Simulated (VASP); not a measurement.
CdO (rock salt), at 0.96 of the tabulated volume:

```xyz
2
Lattice="0.0000 2.3182 2.3182 2.3182 0.0000 2.3182 2.3182 2.3182 0.0000" Properties=species:S:1:pos:R:3 pbc="T T T"
Cd     0.0000     0.0000     0.0000
O      2.3182     2.3182     2.3182
```

The lowest empty band near Γ, direction [111], from mBJ (TB09) with spin-orbit coupling in VASP (PAW); its two spin partners are averaged. The gap over the points computed is 1.49 eV, and the next band on that side lies 15.70 eV away at the edge.

Settings: 520 eV cut-off, 11×11×11 Γ-centred mesh, Gaussian smearing of 0.050 eV, potentials Cd O.

```json
[
 {"distance from the edge in k (1/Å)": "0.018", "distance in energy (meV)": "5.0"},
 {"distance from the edge in k (1/Å)": "0.025", "distance in energy (meV)": "9.6"},
 {"distance from the edge in k (1/Å)": "0.035", "distance in energy (meV)": "18.7"},
 {"distance from the edge in k (1/Å)": "0.050", "distance in energy (meV)": "37.9"},
 {"distance from the edge in k (1/Å)": "0.070", "distance in energy (meV)": "73.4"}
]
```

### Question
Fit E(1 + αE) = ħ²k²/2m* (ħ²/2m0 = 3.810 eV Å²) and predict the row at 0.095 1/Å.

### Answer
Least squares on the energies gives the electron mass m* = 0.248 m0 and α = 0.36 per eV, and so 132.5 meV. The run gave 132.8 meV, +0.3 meV from the fit.

Left out are points under 3 meV from the edge, since the levels carry 0.1 meV, and points farther than half the way to the next band.

The compound is CdO in the rock salt structure. The cell was not relaxed at this level.
